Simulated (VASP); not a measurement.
In CuZn (CsCl type) the Cu atom of the primitive cell, with all its periodic images, is moved by 0.06 Å along [111].

```
CELL_PARAMETERS angstrom
2.97000 0.00000 0.00000
0.00000 2.97000 0.00000
0.00000 0.00000 2.97000
ATOMIC_POSITIONS crystal
Cu 0.01166 0.01166 0.01166
Zn 0.50000 0.50000 0.50000
```

All numbers below come from HSE06, plane waves, standard recommended PAW potentials in VASP 6.6.1.

Cutoff 479 eV; orbitals from an earlier step on the same cell; potentials Cu_pv Zn; PREC = Accurate; HFSCREEN = 0.208; HFRCUT = 0; PRECFOCK = Fast; k-mesh 4×4×4 Γ-centred; Fermi–Dirac smearing of 0.1 eV; no spin polarisation.

Question: What force results?

Answer: The force on it along the displacement is -0.2480 eV/Å, a force constant of 4.13 eV/Å². The cell stands under a pressure of -2.6 GPa, which shifts the constant from its value at the relaxed volume.

```csv
atom,Fx (eV/Å),Fy (eV/Å),Fz (eV/Å)
Cu1,-0.1432,-0.1432,-0.1432
Zn2,0.1432,0.1432,0.1432
```

The k-mesh is coarse, so these values belong to this mesh and can lie far from the converged ones. Potentials made with PBE were used with another functional.
